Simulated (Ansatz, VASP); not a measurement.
# Ti (Titanium) in two plane-wave programs

Aim: how closely do two programs agree when they are given the same cell, functional and k mesh? The structure shown comes from an earlier Ansatz run, which isn't shown and may have moved the atoms alone.

Program: Ansatz 0.2.0. Level of theory: plane waves, with VASP 6.6.1 beside it; elastic constants at PBE. Results are calculated unless marked as measured.

## 1. The structure

The structure is hexagonal, space group P6_3/mmc (No. 194). Conventional cell: a = 2.941 Å, b = 2.941 Å, c = 4.664 Å, α = 90.00°, β = 90.00°, γ = 120.00°. Nearest to Ti lie 12 Ti at 2.88 to 2.94 Å.

Structure file:

```cif
data_structure
_symmetry_space_group_name_H-M 'P6_3/mmc'
_symmetry_Int_Tables_number 194
_cell_length_a 2.9405
_cell_length_b 2.9405
_cell_length_c 4.6640
_cell_angle_alpha 90.000
_cell_angle_beta 90.000
_cell_angle_gamma 120.000
_cell_volume 34.93
loop_
_atom_site_label
_atom_site_type_symbol
_atom_site_symmetry_multiplicity
_atom_site_Wyckoff_symbol
_atom_site_fract_x
_atom_site_fract_y
_atom_site_fract_z
_atom_site_occupancy
Ti1 Ti 2 c 0.33333 0.66667 0.25000 1
```

## 2. Ansatz: elastic constants, PBE

Ansatz runs on its default PAW (the set named soft_2) files.

Elastic constants are differences of stresses under small strains, so they test the stress and the mesh.

File input.yaml:

```yaml
crystal:
  lattice:
    - [2.940519867, 0.0, 0.0]
    - [-1.4702599335, 2.5465649052, 0.0]
    - [0.0, 0.0, 4.6640031028]
  atoms:
    - { symbol: Ti, position: [0.3333333333, 0.6666666667, 0.25] }
    - { symbol: Ti, position: [0.6666666667, 0.3333333333, 0.75] }
kpoints:
  mp_grid: { grid: [21, 21, 12] }
hamiltonian:
  xc: pbe
scf:
  occupations: { method: fermi_dirac, width: 0.15 }
output:
  forces: true
  stress: true
  eigenvalues: true
elastic:
  mode: relaxed_ion
  amplitude: 0.01
```

Run with:

```sh
> ansatz run input.yaml --threads 4 --pin off --max-ram 14336MiB --backend cpu --events-out ev --progress --plain --runs-dir out
```

Numbers of over 12 decimals in the logs are rounded to 6 here.

Output:

```text
band count auto-derived: 18 (N_el = 24.0; filled up to band 12; 16 by the electrons, moments and atoms)
Engine: ansatz 0.2.0, aarch64-unknown-linux-gnu
Pseudopotentials: kind: paw
Pseudopotential: Ti, paw, valence charge 12, recommended cutoff 420 eV (normal), Ti.paw.azcp
Functional definition: PBE
  parameter kappa = 0.804
  parameter beta = 0.066725
  exchange = pbe_x(kappa = kappa, mu = beta*pi^2/3)
  correlation = pbe_c(beta = beta)
Crystal: 2 atoms, lattice volume = 34.925 Å³
Basis set: ecut = 420 eV, 687 PW (Γ), exchange–correlation on 48×48×64 points (8 copies of the dense FFT grid, shifted against one another)
Bands: 18, of which v1, the nominal top of the filled ones, is band 12 counted from 1 (11 counted from 0)
Symmetry: 24 space group operations
Space group: P63/mmc (ITA 194), of the structure as read, at distance tolerance 3.3e-5 Å
k-points: 336 of 5292
Non-local potential: Ti, projectors of the file, l = 0: 3, l = 1: 2, l = 2: 3, l = 3: 1
PAW form: soft (Blöchl's): semilocal exchange-correlation on the pseudo side does not see the compensation charge
PAW one-centre angular grid: Ti, 590 points (default); XC on 64 Gauss nodes
Initial density: superposition of atomic densities (neutral atoms: chi_scale 0, normalization atom), corrected by the library's trained network
Initial wavefunctions: pseudopotential atomic-orbital guess
Functional: x = pbe(κ = 0.804, μ = 0.219515), c = pbe(β = 0.066725)
SCF iter   1: F=—  HF=-4999.420422 eV  |F-HF|=—  |Δ(HF+E_count)|=         —  Δρ=3.31e-3  dr2=1.53e-3  ethr=1.77e-3  ⟨swp⟩=4.1  Hψ=24656  notcnv=0
preconditioner: auto → none  [metal: Δε(μ)=0.006 eV  Ē_g=3.427 eV  σ=0.150 eV  W_gap=0.01  n_scr=8 (ndim 8)  ℏωp=17.8 eV  f_vac=0.000  D(μ)=2.42/eV (n_scr^D=22)  sad-step TF]
SCF iter   2: F=—  HF=-4999.420189 eV  |F-HF|=—  |Δ(HF+E_count)|=   2.33e-4  Δρ=1.78e-3  dr2=5.12e-4  ethr=6.36e-6  ⟨swp⟩=1.1  Hψ=8828  notcnv=0
SCF iter   3: F=—  HF=-4999.420445 eV  |F-HF|=—  |Δ(HF+E_count)|=   2.56e-4  Δρ=1.94e-4  dr2=6.45e-6  ethr=2.13e-6  ⟨swp⟩=2.0  Hψ=7405  notcnv=0
SCF iter   4: F=—  HF=-4999.420468 eV  |F-HF|=—  |Δ(HF+E_count)|=   2.33e-5  Δρ=4.85e-5  dr2=7.40e-7  ethr=2.69e-8  ⟨swp⟩=2.8  Hψ=11615  notcnv=0
SCF iter   5: F=—  HF=-4999.420467 eV  |F-HF|=—  |Δ(HF+E_count)|=   1.23e-6  Δρ=9.34e-6  dr2=2.07e-8  ethr=3.08e-9  ⟨swp⟩=2.2  Hψ=9982  notcnv=0
SCF iter   6: F=—  HF=-4999.420467 eV  |F-HF|=—  |Δ(HF+E_count)|=   1.21e-9  Δρ=1.05e-6  dr2=2.05e-10  ethr=8.61e-11  ⟨swp⟩=2.9  Hψ=11576  notcnv=0
SCF iter   7: F=—  HF=-4999.420467 eV  |F-HF|=—  |Δ(HF+E_count)|=  1.10e-10  Δρ=8.94e-8  dr2=1.52e-12  ethr=8.53e-13 (applied; sched 1.00e-12)  ⟨swp⟩=2.2  Hψ=7998  notcnv=0
SCF iter   8: F=-4999.420467 eV  HF=-4999.420467 eV  |F-HF|=2.73e-12  |Δ(HF+E_count)|=  1.82e-12  Δρ=8.78e-9  dr2=7.30e-15  ethr=1.00e-12  ⟨swp⟩=4.0  Hψ=18948  notcnv=0
SCF 1 converged in 8 iterations: F = -4999.420467 eV  dr2 = 7.30e-15
  greatest PAW one-centre occupation: 0.999 electrons in one spin orbital (limit 2), on the Ti atom at site 1 (counted from 0), in its partial waves of l = 0
Crystal: 2 atoms, lattice volume = 34.227 Å³
Basis set: ecut = 420 eV, 679 PW (Γ), exchange–correlation on 48×48×64 points (8 copies of the dense FFT grid, shifted against one another)
Symmetry: 8 space group operations
k-points: 847 of 5292
Initial density: handed on by an earlier stage of this run
Initial wavefunctions: pseudopotential atomic-orbital guess (no wavefunctions were taken with the density)
iter 1 solved again at ethr=2.10e-3 eV; its pass at ethr=3.10e-3 eV (dr2=5.04e-1 eV) is discarded
SCF iter   1: F=—  HF=-4999.589828 eV  |F-HF|=—  |Δ(HF+E_count)|=         —  Δρ=4.88e-2  dr2=5.04e-1  ethr=2.10e-3  ⟨swp⟩=1.0  Hψ=83227  notcnv=0
preconditioner: auto → none  [metal: Δε(μ)=0.000 eV  Ē_g=3.710 eV  σ=0.150 eV  W_gap=0.00  n_scr=8 (ndim 8)  ℏωp=18.0 eV  f_vac=0.000  D(μ)=2.11/eV (n_scr^D=22)]
[...]
SCF 36 converged in 11 iterations: F = -4999.418924 eV  dr2 = 5.60e-22
relax step   3: F+E_penalty+E_count = -4999.41892356 eV  Δ(F+E_penalty+E_count) = -3.672e-9 eV  max|allowed force component| = 3.320e-6 eV/Å  Δτ_max = 0.0000 Å  (11 SCF iters, accepted)
[...]
SCF iter   7: F=—  HF=-4999.418924 eV  |F-HF|=—  |Δ(HF+E_count)|=  9.09e-13  Δρ=7.79e-8  dr2=7.62e-13  ethr=1.12e-14 (applied; sched 1.00e-12)  ⟨swp⟩=1.0  Hψ=25146  notcnv=0
iter 8 did not close the SCF: its close was put off for the readings that it lacked (scf_convergence_deferred on its scf_iter line)
SCF iter   8: F=-4999.418924 eV  HF=-4999.418924 eV  |F-HF|=9.09e-13  |Δ(HF+E_count)|=    0.00e0  Δρ=2.60e-8  dr2=8.46e-14  ethr=3.17e-15 (applied; sched 1.00e-12)  ⟨swp⟩=1.1  Hψ=25373  notcnv=0
iter 9 did not close the SCF: its close was put off for the readings that it lacked (scf_convergence_deferred on its scf_iter line)
SCF iter   9: F=-4999.418924 eV  HF=-4999.418924 eV  |F-HF|=9.09e-13  |Δ(HF+E_count)|=    0.00e0  Δρ=6.58e-9  dr2=5.51e-15  ethr=4.17e-16 (applied; sched 1.00e-12)  ⟨swp⟩=1.1  Hψ=25512  notcnv=0
iter 10 did not close the SCF: its close was put off for the readings that it lacked (scf_convergence_deferred on its scf_iter line)
SCF iter  10: F=-4999.418924 eV  HF=-4999.418924 eV  |F-HF|=0.00e0  |Δ(HF+E_count)|=    0.00e0  Δρ=1.50e-10  dr2=3.29e-17  ethr=4.17e-16 (applied; sched 1.00e-12)  ⟨swp⟩=1.0  Hψ=25146  notcnv=0
iter 11 did not close the SCF: its close was put off for the readings that it lacked (scf_convergence_deferred on its scf_iter line)
SCF iter  11: F=-4999.418924 eV  HF=-4999.418924 eV  |F-HF|=0.00e0  |Δ(HF+E_count)|=  1.82e-12  Δρ=4.35e-11  dr2=4.93e-19  ethr=4.17e-16 (applied; sched 1.00e-12)  ⟨swp⟩=1.0  Hψ=25146  notcnv=0
SCF iter  12: F=-4999.418924 eV  HF=-4999.418924 eV  |F-HF|=9.09e-13  |Δ(HF+E_count)|=    0.00e0  Δρ=1.60e-11  dr2=3.07e-20  ethr=1.00e-12  ⟨swp⟩=1.0  Hψ=55880  notcnv=0
SCF 37 converged in 12 iterations: F = -4999.418924 eV  dr2 = 3.07e-20
SCF converged after 8 iterations
Free energy (F): -4999.420467 eV
Harris-Foulkes:  -4999.420467 eV  (|F-HF|=2.73e-12)
Internal energy: -4999.229119 eV  (E = F + TS)
E sigma→0 (E₀):  -4999.324793 eV
Entropy (-TS):   -0.191348 eV (-95.674 meV/atom)
Fermi energy:    13.256866 eV
--- Per-component energies (eV) ---
  E_band       = -316.634409
  E_kinetic    = 544.606076
  E_local      = -1632.021463  (includes V_loc(G=0)·N_el)
  E_nonlocal   = 16.193283
  E_hartree    = 670.028926
  E_xc         = -194.838578
  E_vxc        = -243.743612  (∫ρ·V_xc dr)
  E_paw        = -2095.148066  (= ΣΔE_a)
  E_vpaw       = -341.726778  (= ΣTr[D̂ρ^β])
  E_aug_tail   = 0.000236  (compensation charges beyond the density's cutoff)
  E_ewald      = -2308.049532
  E_smearing   = -0.191348  (= −TS)
  E_closure    = -0.000000  (closes the sum)
  Σ components = -4999.420467   (vs F -4999.420467, Δ=0.00e0)
--- Forces (eV/Å), atoms counted from 1 ---
  atom   1  Ti     0.00000000     0.00000000     0.00000000
  atom   2  Ti     0.00000000     0.00000000     0.00000000
  max |Σ_I F_I| component: 1.85e-17 eV/Å
--- Stress (GPa, compression-positive) ---
       -0.001000      -0.000000       0.000000
       -0.000000      -0.001000       0.000000
        0.000000       0.000000       0.000024
  P = ⅓ Tr σ = -0.0007 GPa (-0.007 kbar)
--- Band table (eV; the first three rows and the last of 336) ---
  k-point 0: bands = [... 8 lower, 7.1232, 10.6310, 14.0368, 14.0773, 14.0773, 14.1942, 14.5711, 14.5711, ... 2 higher]
  k-point 1: bands = [... 8 lower, 7.1816, 10.6012, 13.9343, 14.0476, 14.0476, 14.1615, 14.5389, 14.5389, ... 2 higher]
  k-point 2: bands = [... 8 lower, 7.3548, 10.4966, 13.6908, 13.9858, 13.9858, 14.0671, 14.4514, 14.4514, ... 2 higher]
  k-point 335: bands = [... 8 lower, 12.0672, 12.0672, 12.2428, 12.2428, 13.0734, 13.0734, 14.9772, 14.9772, ... 2 higher]
--- Elastic constants: 3 strain directions × 4 members + reference (group order 24) ---
  dense FFT box of the reference and of every strained cell: 24×24×32
  strains applied: 11, 33, 23; error gains: componentwise 1.00 (the most a stress slope's error grows in a printed constant), spectral 1.41 (1 for all six strains in a standard setting)
  C = ∂σ_k/∂η_j (tension-positive GPa; Voigt order 11 22 33 23 13 12):
       149.282    102.557     75.083      0.000      0.000     -0.000
       102.557    149.282     75.083      0.000      0.000     -0.000
        75.092     75.092    181.604      0.000      0.000      0.000
         0.000      0.000      0.000     35.481     -0.000      0.000
         0.000      0.000      0.000     -0.000     35.481      0.000
        -0.000      0.000      0.000      0.000      0.000     23.362
  reference stress σ⁰ (GPa):      0.001      0.001     -0.000     -0.000     -0.000      0.000
  C* (energy form; C + prestress term) asymmetry max|C*_kj − C*_jk| = 7.792e-3 GPa — a small one proves nothing (zero by symmetry where the batch's group is 432, −43m or m−3m); a large one is finite-difference/SCF noise where every solve meets its electron count
  moduli (Voigt/Reuss/Hill, GPa): K = 109.51/109.50/109.51   G = 34.03/31.05/32.54   E = 88.81   ν = 0.365
  mechanically stable: yes (min eigenvalue of sym C = 23.36 GPa)
  harmonic check of the ions' relaxations: strain 23: 1 pair too noisy to judge
  the stresses are not corrected for the forces that the relaxations left standing (`elastic.f_tol`)
  strain η (Voigt 11):  stress-route row diagonal C_11 = 149.28 GPa, energy-path curvature d²(F+E_count+ΔE)/dδ²/Ω₀ = 149.30 GPa
    cells at ±δ against ±2δ: C31 75.21 and 75.57 GPa, apart by 0.24 % of the column's largest entry
         δ    σ_11 (GPa)             F (eV)   n_scf  n_hpsi   n_pw
    -2.000e-2      -3.1913       -4999.4136641      12  290232    691   relax 4 steps, max|allowed force component| 1.35e-6 eV/Å
    -1.000e-2      -1.5438       -4999.4188055      12  290347    699   relax 3 steps, max|allowed force component| 2.32e-6 eV/Å
     1.000e-2       1.4420       -4999.4188744      13  305645    706   relax 3 steps, max|allowed force component| 2.16e-5 eV/Å
     2.000e-2       2.7818       -4999.4142513      12  290569    716   relax 4 steps, max|allowed force component| 2.72e-6 eV/Å
  strain η (Voigt 33):  stress-route row diagonal C_33 = 181.60 GPa, energy-path curvature d²(F+E_count+ΔE)/dδ²/Ω₀ = 181.61 GPa
    cells at ±δ against ±2δ: C13 75.15 and 75.35 GPa, apart by 0.11 % of the column's largest entry
         δ    σ_33 (GPa)             F (eV)   n_scf  n_hpsi   n_pw
    -2.000e-2      -3.8137       -4999.4122864       7  103352    699   relax 0 steps, max|allowed force component| 1.30e-16 eV/Å
    -1.000e-2      -1.8615       -4999.4184559       5  101105    699   relax 0 steps, max|allowed force component| 3.89e-16 eV/Å
     1.000e-2       1.7706       -4999.4185198       5  102500    708   relax 0 steps, max|allowed force component| 5.55e-17 eV/Å
     2.000e-2       3.4509       -4999.4128117       7   92193    717   relax 0 steps, max|allowed force component| 4.07e-16 eV/Å
  strain η (Voigt 23):  stress-route row diagonal C_44 = 35.48 GPa, energy-path curvature d²(F+E_count+ΔE)/dδ²/Ω₀ = 35.48 GPa
    cells at ±δ against ±2δ: C44 35.44 and 35.32 GPa, apart by 0.34 % of the column's largest entry
         δ    σ_23 (GPa)             F (eV)   n_scf  n_hpsi   n_pw
    -2.000e-2      -0.7064       -4999.4189236      12  480652    704   relax 3 steps, max|allowed force component| 3.32e-6 eV/Å
    -1.000e-2      -0.3544       -4999.4200805      13  505134    700   relax 2 steps, max|allowed force component| 1.07e-5 eV/Å
     1.000e-2       0.3544       -4999.4200805      13  505212    700   relax 2 steps, max|allowed force component| 2.09e-5 eV/Å
     2.000e-2       0.7064       -4999.4189236      12  480703    704   relax 3 steps, max|allowed force component| 3.32e-6 eV/Å
```

In the SCF lines HF is the Harris–Foulkes energy and dr2 the Hartree energy of the density residual, in eV; the loop may stop once dr2 is under the threshold and the program's other checks hold. Hψ counts applications of the Hamiltonian.

(Continued in part 2 of 2.)

[Lines on the potential files, build, host, timing and source positions are cut from VASP's logs without a mark.]

[Logs are printed without paths, hosts, clocks, repeated set-up lines and the standing remarks that a program may print on its own settings, such as how far it seeks lower states.]

[Hosts, paths, dates, database ids (printed as entryN), source tags and the programs' standing remarks are cut or masked in the printed files.]
